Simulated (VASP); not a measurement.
Here is the system:

```yaml
crystal:
  lattice:
    - [0.00000, 2.22380, 2.22380]
    - [2.22380, 0.00000, 2.22380]
    - [2.22380, 2.22380, 0.00000]
  atoms:
    - { symbol: Ta, position: [0.00000, 0.00000, 0.00000] }
    - { symbol: C, position: [0.50000, 0.50000, 0.50000] }
```

Computed with PBE GGA with D3 dispersion (Becke-Johnson damping), VASP's PBE PAW potentials (set 64) (plane waves; VASP 6.6.1). Settings: 520 eV cut-off, Gaussian smearing of 0.050 eV, potentials Ta_pv C.

Unless said otherwise, spin-orbit coupling is left out, though it shifts the bands of the heavy elements here.

Problem. What does the run give for the band gap (along the path) with the smallest direct gap where there is one?

Solution. 
```json
{
  "band gap (along the path)": "none (metal, semimetal or under 0.01 eV)"
}
```

The compound is TaC in the rock salt structure. It was relaxed first. The electron count is odd and the run is not spin-polarised, which forces a metal.
